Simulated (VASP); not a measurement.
Output of a VASP run:

### OSZICAR
```
       N       E                     dE             d eps       ncg     rms          rms(c)
DAV:   1    -0.107143953702E+02   -0.10714E+02   -0.58411E-01   448   0.920E+00    0.139E+00
DAV:   2    -0.107240545145E+02   -0.96591E-02   -0.39950E-02   496   0.123E+00    0.913E-01
DAV:   3    -0.107218486176E+02    0.22059E-02   -0.30580E-03   574   0.579E-01    0.552E-01
DAV:   4    -0.107213281967E+02    0.52042E-03   -0.12745E-03   486   0.317E-01    0.313E-01
DAV:   5    -0.107212507002E+02    0.77496E-04   -0.27387E-04   514   0.157E-01    0.174E-01
DAV:   6    -0.107212046982E+02    0.46002E-04   -0.28570E-05   484   0.700E-02    0.929E-02
DAV:   7    -0.107211870296E+02    0.17669E-04   -0.14285E-05   484   0.365E-02    0.462E-02
DAV:   8    -0.107211825705E+02    0.44591E-05   -0.48215E-06   478   0.170E-02    0.221E-02
DAV:   9    -0.107211814900E+02    0.10805E-05   -0.10884E-06   364   0.861E-03    0.108E-02
DAV:  10    -0.107211813601E+02    0.12994E-06   -0.42085E-07   242   0.564E-03
   1 F= -.10721181E+02 E0= -.10721181E+02  d E =-.113971E-12
       N       E                     dE             ncg
```

OUTCAR:
```
------------------------ aborting loop because EDIFF is reached ----------------------------------------
  FORCE on cell =-STRESS in cart. coord.  units (eV):
  Direction    XX          YY          ZZ          XY          YZ          ZX
  --------------------------------------------------------------------------------------
  Total       -0.4192347     -0.4192347     -0.4192347      0.0000000      0.0000000     -0.0000000
  in kB      -11.1888176    -11.1888176    -11.1888176      0.0000000      0.0000000     -0.0000000
  external PRESSURE =     -11.1888176 kB  Pullay stress =       0.0000000 kB
  volume of cell :       60.03
      direct lattice vectors                 reciprocal lattice vectors
     0.000000000  3.107786646  3.107786646    -0.160886205  0.160886205  0.160886205
     3.107786646  0.000000000  3.107786646     0.160886205 -0.160886205  0.160886205
     3.107786646  3.107786646  0.000000000     0.160886205  0.160886205 -0.160886205
  FREE ENERGIE OF THE ION-ELECTRON SYSTEM (eV)
  ---------------------------------------------------
  free  energy   TOTEN  =       -10.7211813601 eV

  energy  without entropy=      -10.7211813601  energy(sigma->0) =      -10.72118136

  exchange ACFDT corr.  =         0.00000000  see jH, gK, PRB 81, 115126
```
(Selected blocks of OUTCAR.)

POSCAR:
```
PbSe
1
    0.0000000000     3.1077866463     3.1077866463
    3.1077866463     0.0000000000     3.1077866463
    3.1077866463     3.1077866463     0.0000000000
Pb Se
1 1
Direct
  0.0000000000   0.0000000000   0.0000000000
  0.5000000000   0.5000000000   0.5000000000
```

### Question
Write an INCAR and KPOINTS that could have produced this output.

### Answer
Several could match; the one computed here: the input of the run itself, PBE0 hybrid, plane waves, VASP's PBE PAW potentials (set 64).

INCAR:
```
! general
SYSTEM  =PbSe
PREC    =Accurate
ENCUT   =520
LREAL   =.FALSE.
LASPH   =.TRUE.
ISYM    =3

! electronic loop
EDIFF   =1E-6
NELM    =60
ALGO    =Normal
LMAXMIX =4

! smearing
ISMEAR  =0
SIGMA   =0.05

! functional
GGA     =PE
LHFCALC =.TRUE.
AEXX    =0.25
HFRCUT  =-1
PRECFOCK=Fast

! ions
ISIF    =2

! output
LWAVE   =.FALSE.
LCHARG  =.FALSE.
```

KPOINTS:
```
Automatic mesh
0
Gamma
6 6 6
0 0 0
```

**KPOINTS_OPT**
```
named points and PBE's band edges
7
Reciprocal
  0.000000   0.000000   0.000000 1 ! GAMMA
  0.500000   0.000000   0.500000 1 ! X
  0.500000   0.500000   0.500000 1 ! L
  0.500000   0.250000   0.750000 1 ! W
  0.375000   0.375000   0.750000 1 ! K
  0.625000   0.250000   0.625000 1 ! U
  0.464290   0.464290   0.464290 1 ! near an edge
```

POTCAR, in this order: Pb_d Se (PBE.64 set). Program: vasp_std. Read from the step before: WAVECAR.

The compound is PbSe in the rock salt structure. It was relaxed first.
